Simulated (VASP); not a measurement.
Output of a VASP run:

OUTCAR:
```
 ion  position               nearest neighbor table
   1  0.333  0.667  0.881-   6 2.69   6 2.69   6 2.69   4 3.60
   2  0.667  0.333  0.381-   5 2.69   5 2.69   5 2.69   3 3.60
   3  0.667  0.333  0.119-   5 2.69   5 2.69   5 2.69   2 3.60
   4  0.333  0.667  0.619-   6 2.69   6 2.69   6 2.69   1 3.60
   5  0.333  0.667  0.250-   2 2.69   3 2.69   2 2.69   3 2.69   2 2.69   3 2.69
   6  0.667  0.333  0.750-   1 2.69   4 2.69   1 2.69   4 2.69   1 2.69   4 2.69
  LATTYP: Found a hexagonal cell.
 ALAT       =     3.4753776684
 C/A-ratio  =     3.9545377335
 Subroutine PRICEL returns:
 Original cell was already a primitive cell.
 Subroutine GETGRP returns: Found 24 space group operations
The static configuration has the point symmetry D_3d.
 The point group associated with its full space group is D_6h.
The dynamic configuration has the point symmetry D_3d.
 Subroutine INISYM returns: Found 24 space group operations
 Subroutine IBZKPT returns following result:
 Found     16 irreducible k-points:

 Following reciprocal coordinates:
            Coordinates               Weight
  0.000000  0.000000  0.000000      1.000000
  0.142857 -0.000000  0.000000      6.000000
  0.285714  0.000000  0.000000      6.000000
  0.428571  0.000000  0.000000      6.000000
  0.142857  0.142857  0.000000      6.000000
  0.285714  0.142857  0.000000     12.000000
  0.428571  0.142857  0.000000      6.000000
  0.285714  0.285714  0.000000      6.000000
  0.000000  0.000000  0.500000      1.000000
  0.142857 -0.000000  0.500000      6.000000
  0.285714  0.000000  0.500000      6.000000
  0.428571  0.000000  0.500000      6.000000
  0.142857  0.142857  0.500000      6.000000
  0.285714  0.142857  0.500000     12.000000
  0.428571  0.142857  0.500000      6.000000
  0.285714  0.285714  0.500000      6.000000
   k-points           NKPTS =     16   k-points in BZ     NKDIM =     16   number of bands    NBANDS=     31
   number of dos      NEDOS =    301   number of ions     NIONS =      6
   total plane-waves  NPLWV =  78400
   dimension x,y,z NGX =    28 NGY =   28 NGZ =  100
   dimension x,y,z NGXF=    56 NGYF=   56 NGZF=  200
   ions per type =               4   2
   PREC   = accura    normal or accurate (medium, high low for compatibility)
   ISTART =      0    job   : 0-new  1-cont  2-samecut
   ICHARG =      2    charge: 1-file 2-atom 10-const
   ISPIN  =      1    spin polarized calculation?
   LNONCOLLINEAR =      F non collinear calculations
   LSORBIT =      F    spin-orbit coupling
   INIWAV =      1    electr: 0-lowe 1-rand  2-diag
   ENCUT  =  500.0 eV  36.75 Ry    6.06 a.u.   6.34  6.34 25.06*2*pi/ulx,y,z
   NELM   =    100;   NELMIN=  2; NELMDL= -5     # of ELM steps
   EDIFF  = 0.1E-05   stopping-criterion for ELM
   LREAL  =      F    real-space projection
   NLSPLINE    = F    spline interpolate recip. space projectors
   LMAXMIX     =    4 max onsite mixed and CHGCAR
   VOSKOWN=      0    Vosko Wilk Nusair interpolation
   EDIFFG = -.2E-01   stopping-criterion for IOM
   NSW    =     40    number of steps for IOM
   NBLOCK =      1;   KBLOCK =     40    inner block; outer block
   IBRION =      2    ionic relax: 0-MD 1-quasi-New 2-CG
   NFREE  =      1    steps in history (QN), initial steepest desc. (CG)
   ISIF   =      3    stress and relaxation
   ISYM   =      2    0-nonsym 1-usesym 2-fastsym
   TEIN   =    0.0    initial temperature
   TEBEG  =    0.0;   TEEND  =   0.0 temperature during run
   SMASS  =  -3.00    Nose mass-parameter (am)
   PSTRESS=    0.0 pullay stress
   NELECT =      52.0000    total number of electrons
   EFERMI =   0.00;   METHOD = LEGACY
   ISMEAR =     0;   SIGMA  =   0.05  broadening in eV -4-tet -1-fermi 0-gaus
   IALGO  =     38    algorithm
   LDIAG  =      T    sub-space diagonalisation (order eigenvalues)
   IMIX   =      4    mixing-type and parameters
     AMIX     =   0.40;   BMIX     =  1.00
     AMIX_MAG =   1.60;   BMIX_MAG =  1.00
     AMIN     =   0.10
   GGA     = CA    functional components
   VOSKOWN =     0    Vosko Wilk Nusair interpolation
...
```

### OSZICAR
```
       N       E                     dE             d eps       ncg     rms          rms(c)
DAV:   1     0.425984454799E+03    0.42598E+03   -0.26714E+04  1136   0.147E+03
DAV:   2    -0.155040622493E+02   -0.44149E+03   -0.43256E+03  1183   0.366E+02
DAV:   3    -0.418841552247E+02   -0.26380E+02   -0.26104E+02  1270   0.735E+01
DAV:   4    -0.426081252116E+02   -0.72397E+00   -0.72196E+00  1200   0.117E+01
DAV:   5    -0.426275274159E+02   -0.19402E-01   -0.19393E-01  1320   0.202E+00    0.237E+01
DAV:   6    -0.417167122742E+02    0.91082E+00   -0.77225E+00  1204   0.151E+01    0.908E+00
DAV:   7    -0.416417431630E+02    0.74969E-01   -0.71411E+00  1082   0.116E+01    0.640E+00
DAV:   8    -0.412677280518E+02    0.37402E+00   -0.15921E+00  1141   0.613E+00    0.313E+00
DAV:   9    -0.412706622254E+02   -0.29342E-02   -0.25246E-01  1304   0.226E+00    0.137E+00
DAV:  10    -0.412625261574E+02    0.81361E-02   -0.54307E-02  1198   0.125E+00    0.316E-01
DAV:  11    -0.412626690553E+02   -0.14290E-03   -0.28581E-03  1339   0.260E-01    0.324E-01
DAV:  12    -0.412626584679E+02    0.10587E-04   -0.41183E-04  1182   0.845E-02    0.174E-01
DAV:  13    -0.412626065579E+02    0.51910E-04   -0.10622E-04  1266   0.611E-02    0.120E-01
DAV:  14    -0.412625941629E+02    0.12395E-04   -0.43892E-05  1245   0.279E-02    0.500E-02
DAV:  15    -0.412625942130E+02   -0.50156E-07   -0.96568E-07   769   0.531E-03
   1 F= -.41262594E+02 E0= -.41262594E+02  d E =-.412626E+02
```

File OUTCAR:
```
------------------------ aborting loop because EDIFF is reached ----------------------------------------
  FORCE on cell =-STRESS in cart. coord.  units (eV):
  Direction    XX          YY          ZZ          XY          YZ          ZX
  --------------------------------------------------------------------------------------
  Total       -0.0227455     -0.0227455      0.0552825      0.0000000      0.0000000     -0.0000000
  in kB       -0.2534975     -0.2534974      0.6161211      0.0000000      0.0000000     -0.0000000
  external PRESSURE =       0.0363754 kB  Pullay stress =       0.0000000 kB
  volume of cell :      143.76
      direct lattice vectors                 reciprocal lattice vectors
     1.737689010 -3.009765247  0.000000000     0.287738483 -0.166125913  0.000000000
     1.737689010  3.009765247  0.000000000     0.287738483  0.166125913  0.000000000
     0.000000000  0.000000000 13.743512128     0.000000000  0.000000000  0.072761605
 POSITION                                       TOTAL-FORCE (eV/Angst)
 -----------------------------------------------------------------------------------
      1.73769      1.00326     12.10624         0.000000     -0.000000      0.002494
      1.73769     -1.00326      5.23449         0.000000     -0.000000      0.002494
      1.73769     -1.00326      1.63727         0.000000     -0.000000     -0.002494
      1.73769      1.00326      8.50902         0.000000      0.000000     -0.002494
      1.73769      1.00326      3.43588        -0.000000      0.000000     -0.000000
      1.73769     -1.00326     10.30763        -0.000000     -0.000000     -0.000000
 -----------------------------------------------------------------------------------
    total drift:                                0.000000      0.001594     -0.000023
  FREE ENERGIE OF THE ION-ELECTRON SYSTEM (eV)
  ---------------------------------------------------
  free  energy   TOTEN  =       -41.2625942130 eV

  energy  without entropy=      -41.2625942130  energy(sigma->0) =      -41.26259421

 reached required accuracy - stopping structural energy minimisation
```
(Selected blocks of OUTCAR.)

### POSCAR
```
MoTe2
1
    1.7376890097    -3.0097652472     0.0000000000
    1.7376890097     3.0097652472    -0.0000000000
   -0.0000000000    -0.0000000000    13.7435121278
Te Mo
4 2
Direct
  0.3333330000   0.6666670000   0.8808696942
  0.6666670000   0.3333330000   0.3808696942
  0.6666670000   0.3333330000   0.1191303058
  0.3333330000   0.6666670000   0.6191303058
  0.3333330000   0.6666670000   0.2500000000
  0.6666670000   0.3333330000   0.7500000000
```

**Question.** Reconstruct the remaining input files.

**Answer.** One answer among several that fit: the input of the run itself, LDA (Ceperley-Alder, Perdew-Zunger), plane waves, VASP's LDA PAW potentials (set 64).

**INCAR**
```
ALGO=Normal   ! blocked Davidson
SYSTEM=MoTe2
LCHARG=F
LWAVE=F
EDIFFG=-0.02
LMAXMIX=4
NELM=100
ENCUT=500   ! plane-wave cut-off (eV)
PREC=Accurate
EDIFF=1E-6   ! SCF stop (eV)
NSW=40   ! most ionic steps
LREAL=F
ISIF=3   ! ions, shape and volume
ISMEAR=0
LASPH=T   ! aspherical one-centre terms
SIGMA=0.05   ! width (eV)
IBRION=2
```

File KPOINTS:
```
Automatic mesh
0
Gamma
7 7 2
0 0 0
```

POTCAR, in this order: Te Mo_sv (LDA.64 set). Program: vasp_std.

The compound is MoTe2 in the 2H layered structure. It was relaxed first.
